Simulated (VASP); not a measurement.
Here is a VASP 6.6.1 calculation.

INCAR

```
SYSTEM = HfIn4SiO6
ALGO     = Normal         ! electronic algorithm
EDIFF    = 1E-6           ! SCF threshold, eV
ENCUT    = 520            ! plane-wave cutoff, eV
GGA      = RP             ! functional
ISIF     = 2              ! what is computed and relaxed
ISMEAR   = -1             ! smearing method
KPAR     = 4            
LASPH    = .True.         ! aspherical terms in the spheres
LCHARG   = .False.        ! write CHGCAR
LMAXMIX  = 4              ! l up to which the mixer works
LREAL    = .False.        ! projectors in reciprocal space
LWAVE    = .False.        ! write WAVECAR
NELM     = 60             ! most SCF steps
PREC     = Accurate       ! precision mode
SIGMA    = 0.05           ! smearing width, eV
```

The input KPOINTS:

```
k-points
0
Gamma
  6 6 4
  0 0 0
```

The input POSCAR:

```
HfIn4SiO6                               
1.0
    2.7316459828     -4.7281109066      0.0041816357
    2.7316459828      4.7281109066      0.0041816357
   -1.8748768419      0.0000000000      7.5673625948
  Hf              In              Si              O             
     1     4     1     6
Direct
     0.2048739389921535    0.7951260610078466    0.0000000000000000
     0.3714259051129829    0.6285740948870172    0.5000000000000000
     0.5381722958874080    0.4618277041125919    0.0000000000000000
     0.0351538316043755    0.9648461683956245    0.5000000000000000
     0.7088580123413739    0.2911419876586259    0.5000000000000000
     0.8714956907535183    0.1285043092464818    0.0000000000000000
     0.1080406732283431    0.0683072078600006    0.8688108156636064
     0.9316927921399994    0.8919593267716569    0.1311891843363935
     0.8419684912180175    0.3803562348737640    0.8687509253587419
     0.6196437651262360    0.1580315087819825    0.1312490746412580
     0.1973067947171037    0.4697921911215241    0.1312846575028949
     0.5302078088784760    0.8026932052828963    0.8687153424971050
```

File KPOINTS_OPT:

```
path GYFHZIF1,H1Y1XGN,MG
10
line-mode
reciprocal
 0.0000000000  0.0000000000  0.0000000000  G
-0.3333683603 -0.3333683603  0.0568123951  Y

-0.3333683603 -0.3333683603  0.0568123951  Y
-0.3635703138 -0.3635703138  0.4070283114  F

-0.3635703138 -0.3635703138  0.4070283114  F
-0.3031664068 -0.3031664068  0.7065964788  H

-0.3031664068 -0.3031664068  0.7065964788  H
 0.0000000000  0.0000000000  0.5000000000  Z

 0.0000000000  0.0000000000  0.5000000000  Z
-0.5000000000  0.5000000000  0.5000000000  I

-0.5000000000  0.5000000000  0.5000000000  I
-0.6364296862  0.3635703138  0.5929716886  F1

-0.6968335932  0.3031664068  0.2934035212  H1
-0.6666316397  0.3333683603 -0.0568123951  Y1

-0.6666316397  0.3333683603 -0.0568123951  Y1
-0.5000000000  0.5000000000  0.0000000000  X

-0.5000000000  0.5000000000  0.0000000000  X
 0.0000000000  0.0000000000  0.0000000000  G

 0.0000000000  0.0000000000  0.0000000000  G
-0.5000000000  0.0000000000  0.0000000000  N

-0.5000000000  0.0000000000  0.5000000000  M
 0.0000000000  0.0000000000  0.0000000000  G
```

Potentials or basis: VASP PAW PBE potentials, release 64 (Hf_pv, In_d, Si, O).

Command:

```bash
$ cat potpaw_PBE.64/Hf_pv/POTCAR potpaw_PBE.64/In_d/POTCAR potpaw_PBE.64/Si/POTCAR potpaw_PBE.64/O/POTCAR > POTCAR
$ mpirun -np 4 vasp_std > vasp.out
```

(1) Estimate the band gap along the path.

(2) Estimate the largest force.

## Answers

(1) none (metal or under the smearing width).

(2) 0.013 eV/Å.

Caveat: the PAW data sets were made with another functional, which shifts forces and pressure a little; spin-orbit coupling is left out, which moves the levels of the heavy elements.
